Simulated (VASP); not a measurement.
Output of a VASP run:

File OSZICAR:
```
       N       E                     dE             d eps       ncg     rms          rms(c)
DAV:   1    -0.657270232333E+02   -0.65727E+02   -0.71345E-06   653   0.198E-02    0.117E-03
DAV:   2    -0.657270232288E+02    0.45447E-08   -0.35376E-07   496   0.520E-03    0.762E-04
DAV:   3    -0.657270232853E+02   -0.56557E-07   -0.20950E-07   386   0.359E-03    0.454E-04
DAV:   4    -0.657270235811E+02   -0.29576E-06   -0.24870E-07   371   0.419E-03
   1 F= -.65727024E+02 E0= -.65726945E+02  d E =-.237169E-03
```

OUTCAR:
```
------------------------ aborting loop because EDIFF is reached ----------------------------------------
  FORCE on cell =-STRESS in cart. coord.  units (eV):
  Direction    XX          YY          ZZ          XY          YZ          ZX
  --------------------------------------------------------------------------------------
  Total       -3.9781052     -0.4897174     -0.4966999      0.0000000      0.0000000      0.0000000
  in kB      -16.6299161     -2.0471957     -2.0763847      0.0000000      0.0000000      0.0000000
  external PRESSURE =      -6.9178322 kB  Pullay stress =       0.0000000 kB
  volume of cell :      383.26
      direct lattice vectors                 reciprocal lattice vectors
     3.846506735  0.000000000  0.000000000     0.259976147  0.000000000  0.000000000
     0.000000000  3.846506735  0.000000000     0.000000000  0.259976147  0.000000000
     0.000000000  0.000000000 25.903818682     0.000000000  0.000000000  0.038604347
 POSITION                                       TOTAL-FORCE (eV/Angst)
 -----------------------------------------------------------------------------------
      0.96163      1.92325      8.20160         0.000000     -0.000000      0.029552
      0.96163      0.00000      9.54748         0.000000      0.000000      0.028577
      2.88488      0.00000     10.91481         0.000000     -0.000000     -0.002684
      2.88488      1.92325     12.26749        -0.000000     -0.000000      0.005816
      0.96163      1.92325     13.63633         0.000000     -0.000000     -0.005816
      0.96163      0.00000     14.98901         0.000000     -0.000000      0.002684
      2.88488      0.00000     16.35633         0.000000     -0.000000     -0.028577
      2.88488      1.92325     17.70222        -0.000000      0.000000     -0.029552
 -----------------------------------------------------------------------------------
    total drift:                                0.000000     -0.000000      0.000000
  FREE ENERGIE OF THE ION-ELECTRON SYSTEM (eV)
  ---------------------------------------------------
  free  energy   TOTEN  =       -65.7270235811 eV

  energy  without entropy=      -65.7267864126  energy(sigma->0) =      -65.72694452

 total charge

# of ion       s       p       d       tot
------------------------------------------
    1        0.849   0.744   0.000   1.593
    2        0.754   0.949   0.000   1.704
    3        0.755   0.935   0.000   1.690
    4        0.752   0.949   0.000   1.701
    5        0.752   0.949   0.000   1.701
    6        0.755   0.935   0.000   1.690
    7        0.754   0.949   0.000   1.704
    8        0.849   0.744   0.000   1.593
--------------------------------------------------
tot          6.220   7.155   0.000  13.375
```
(Selected blocks of OUTCAR.)

POSCAR:
```
Si(100) slab
1
    3.8465067347     0.0000000000     0.0000000000
    0.0000000000     3.8465067347     0.0000000000
    0.0000000000     0.0000000000    25.9038186822
Si
8
Direct
  0.2500000000   0.5000000000   0.3166172640
  0.2500000000   1.0000000000   0.3685744169
  0.7500000000   1.0000000000   0.4213589826
  0.7500000000   0.5000000000   0.4735785533
  0.2500000000   0.5000000000   0.5264214467
  0.2500000000   1.0000000000   0.5786410174
  0.7500000000   1.0000000000   0.6314255831
  0.7500000000   0.5000000000   0.6833827360
```

Question: Write an INCAR and KPOINTS that could have produced this output.

Answer: One answer among several that fit: the input of the run itself, r2SCAN meta-GGA, plane waves, VASP's PBE PAW potentials (set 64).

File KPOINTS:
```
Automatic mesh
0
Gamma
7 7 1
0 0 0
```

**INCAR**
```
! general
SYSTEM  = Si(100) slab
PREC    = Normal
ENCUT   = 400   ! plane-wave cut-off (eV)
LREAL   = F
LASPH   = T   ! aspherical one-centre terms

! electronic loop
EDIFF   = 1E-6   ! SCF stop (eV)
NELM    = 100
NELMIN  = 4
ALGO    = Normal   ! blocked Davidson
LMIXTAU = T

! smearing
ISMEAR  = 1   ! Methfessel-Paxton
SIGMA   = 0.1   ! width (eV)

! functional
METAGGA = R2SCAN

! output
LWAVE   = F
LCHARG  = F
LORBIT  = 11   ! lm-projected
LVHAR   = T

! other
LDIPOL  = T
IDIPOL  = 3
DIPOL   = 0.5 0.5 0.5
```

POTCAR, in this order: Si (PBE.64 set). Program: vasp_std. Read from the step before: WAVECAR.

The cell is a thin slab with vacuum, built from Si (diamond): (100) face.
